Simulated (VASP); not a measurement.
Energy against volume of Cu2O (cuprite). Calculation: optB86b-vdW, VASP's PBE PAW potentials (set 64) (plane waves; VASP). Settings: 520 eV cut-off, 5×5×5 Γ-centred mesh, Gaussian smearing of 0.050 eV, potentials Cu O.

```tsv
V (Å³/atom)	E (eV/atom)
12.208	-2.13705
12.598	-2.15280
12.988	-2.15801
13.377	-2.15440
```

Fit these four points and predict the energy of the run at 13.767 Å³/atom.

A cubic in V^(−2/3), the third-order Birch-Murnaghan form, passes through the four points with V0 = 13.01 Å³/atom and B0 = 120 GPa, and gives -2.1434 eV/atom there. The run gave -2.1434 eV/atom, +0.0 meV/atom from the fit; all five points give B0 = 120 GPa.

The compound is Cu2O in the cuprite structure. It was relaxed first.
